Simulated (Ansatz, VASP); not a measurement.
## Sc3BP2: VASP beside Ansatz

```
Sc B P
1.0
     5.24033    0.00000    0.00000
     0.00000    5.24033    0.00000
     0.00000    0.00000    4.62708
Sc B P
3 1 2
Direct
  0.00000 0.00000 0.50000
  0.50000 0.00000 0.50000
  0.00000 0.50000 0.50000
  0.00000 0.00000 0.00000
  0.50000 0.00000 0.00000
  0.00000 0.50000 0.00000
```

Alike in both runs: task single point; functional PBE; k mesh 4 × 4 × 4; occupations gaussian, width 0.1 eV; no spin polarisation.

|  | VASP | Ansatz |
| --- | --- | --- |
| version | VASP 6.6.1 | Ansatz 0.2.0 |
| potentials or method | VASP PAW PBE potentials, release 64 (Sc_sv, B, P) | scalar-relativistic, plane waves, PAW |
| plane-wave cutoff (eV) | 520 | 420 |
| valence electrons in the cell | 46 | 46 |

VASP gave:

```
gap on the k mesh at the Fermi level (eV)       : none
pressure (GPa)                                  : 10.6
largest component of the traceless stress (GPa) : 18.36
```

Task: Which values does Ansatz return?

Result: gap on the k mesh at the Fermi level (eV): none; pressure (GPa): 10.5; largest component of the traceless stress (GPa): 18.20.

A gap of «none» marks a metal or a gap that the smearing closes.
